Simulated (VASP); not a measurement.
```xyz
3
Lattice="3.5503 0.0000 0.0000 -1.7751 3.0746 0.0000 0.0000 0.0000 6.0253" Properties=species:S:1:pos:R:3 pbc="T T T"
Ti     0.0000     0.0000     0.0000
Se     0.0000     2.0498     1.5441
Se     1.7751     1.0249     4.4812
```

The numbers are results of optB88-vdW, VASP's PBE PAW potentials (set 64) (plane waves; VASP 6.6.1), not measurements. Run with 480 eV cut-off, 9×9×5 Γ-centred mesh, first-order Methfessel-Paxton smearing of 0.10 eV, potentials Ti_sv Se.

**Question.** What does the run give for the energy per atom (σ→0), band gap (on the k-mesh) with the smallest direct gap where there is one?

**Answer.** 
```yaml
band gap (on the k-mesh): none (metal, semimetal or under 0.01 eV)
energy per atom (σ→0): -4.016 eV/atom
```

The absolute energy has meaning only against runs of the same code, potentials and settings.

The compound is TiSe2 in the 1T layered structure. It was relaxed first. The start is the result of an earlier pass.
